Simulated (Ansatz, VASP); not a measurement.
**B3O4 in VASP and in Ansatz**

```
CELL_PARAMETERS angstrom
-2.85373 2.85373 2.85373
2.85373 -2.85373 2.85373
2.85373 2.85373 -2.85373
ATOMIC_POSITIONS crystal
B 0.62500 0.75000 0.37500
B 0.75000 0.37500 0.62500
B 0.25000 0.12500 0.87500
B 0.37500 0.62500 0.75000
B 0.12500 0.87500 0.25000
B 0.87500 0.25000 0.12500
O 0.50000 0.00000 0.92977
O 0.42977 0.50000 0.00000
O 0.00000 0.42977 0.50000
O 0.07023 0.07023 0.07023
O 0.00000 0.92977 0.50000
O 0.57023 0.57023 0.57023
O 0.92977 0.50000 0.00000
O 0.50000 0.00000 0.42977
```

Change from the starting cell: species swapped into the Pr4Bi3 type (I-43d, No. 220).

Alike in both runs: functional PBE; k mesh 10 × 10 × 10; occupations gaussian, width 0.1 eV; no spin polarisation.

Ansatz relaxed the structure, and its values are those at the end. VASP's run is a single point on that final structure, the one shown.

```csv
,VASP,Ansatz
version,VASP 6.6.1,Ansatz 0.2.0
potentials or method,"VASP PAW PBE potentials, release 64 (B, O)","scalar-relativistic, plane waves, PAW"
plane-wave cutoff (eV),520,420
valence electrons in the cell,66,66
```

|  | VASP | Ansatz | Ansatz less VASP |
| --- | --- | --- | --- |
| gap on the k mesh at the Fermi level (eV) | none | none | - |
| pressure (GPa) | 0.2 | 0.0 | -0.22 |

A gap of «none» marks a metal or a gap that the smearing closes.
